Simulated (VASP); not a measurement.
```
AlCo
1.0
    2.82053     0.00000     0.00000
    0.00000     2.82053     0.00000
    0.00000     0.00000     2.82053
Al Co
1 1
Direct
  0.50000   0.50000   0.50000
  0.00000   0.00000   0.00000
```

Method: r2SCAN meta-GGA, VASP's PBE PAW potentials (set 64) (plane waves; VASP). Settings: 530 eV cut-off, 12×12×12 Γ-centred mesh, first-order Methfessel-Paxton smearing of 0.10 eV, potentials Al Co.

Finite-difference elastic constants of metals are sensitive to mesh and smearing; shear constants can be off by tens of GPa.

Task: Give the elastic stiffness tensor with the ions relaxed (GPa, in the frame of the cell).

Result: 
|  | xx | yy | zz | yz | xz | xy |
|---|---|---|---|---|---|---|
| xx | 353 | 122 | 122 | 0.0 | 0.0 | 0.0 |
| yy | 122 | 353 | 122 | 0.0 | 0.0 | 0.0 |
| zz | 122 | 122 | 353 | 0.0 | 0.0 | 0.0 |
| yz | 0.0 | 0.0 | 0.0 | 161 | 0.0 | 0.0 |
| xz | 0.0 | 0.0 | 0.0 | 0.0 | 161 | 0.0 |
| xy | 0.0 | 0.0 | 0.0 | 0.0 | 0.0 | 161 |

Task: Estimate the Hill bulk modulus, Hill shear modulus, Young's modulus, Poisson's ratio.

Result: 
```yaml
hill_bulk_modulus: 199 GPa
hill_shear_modulus: 141 GPa
Young's modulus: 342 GPa
Poisson's ratio: 0.214
```

The compound is CoAl in the CsCl type structure. It was relaxed first. The run is not spin-polarised, so no magnetic state was tried.
